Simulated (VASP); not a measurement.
Calculation: RPBE GGA, VASP's PBE PAW potentials (set 64) (plane waves; VASP).

A VASP calculation is set up with these files.

File POSCAR:
```
C
1
    0.0000000000     1.7769717233     1.7769717233
    1.7769717233     0.0000000000     1.7769717233
    1.7769717233     1.7769717233     0.0000000000
C
2
Direct
  0.0000000000   0.0000000000   0.0000000000
  0.2500000000   0.2500000000   0.2500000000
```

**INCAR**
```
SYSTEM  =  C
PREC  =  Accurate; ENCUT  =  520; LREAL  =  .FALSE.
LASPH  =  .TRUE.
EDIFF  =  1E-7; NELM  =  100; ALGO  =  Normal
ISMEAR  =  0; SIGMA  =  0.05
GGA  =  RP
ISIF  =  2
LWAVE  =  .FALSE.; LCHARG  =  .FALSE.
```

### KPOINTS
```
K-points
0
G
  13 13 13
0 0 0
```

POTCAR, in this order: C (PBE.64 set). Program: vasp_std.

Problem. What does the run give for the energy per atom (σ→0), pressure?

Solution. 
- energy per atom (σ→0) = -8610 meV/atom
- pressure = 13.45 GPa

### OSZICAR
```
...
DAV:   6    -0.173620511485E+02    0.44142E+00   -0.32672E-01  1392   0.461E+00    0.352E+00
DAV:   7    -0.172175607686E+02    0.14449E+00   -0.36200E-01  1592   0.505E+00    0.769E-01
DAV:   8    -0.172199733282E+02   -0.24126E-02   -0.28934E-03  1416   0.595E-01    0.636E-02
DAV:   9    -0.172200210959E+02   -0.47768E-04   -0.29310E-04  1944   0.153E-01    0.329E-02
DAV:  10    -0.172200445527E+02   -0.23457E-04   -0.33510E-05  1360   0.682E-02    0.627E-03
DAV:  11    -0.172200443927E+02    0.15997E-06   -0.20583E-07  1928   0.516E-03    0.156E-03
DAV:  12    -0.172200443904E+02    0.23540E-08   -0.71824E-08  1336   0.334E-03
   1 F= -.17220044E+02 E0= -.17220044E+02  d E =-.288690E-20
```

The compound is C in the diamond structure. This cell is one point of a volume scan, at 0.97 of the reference volume.
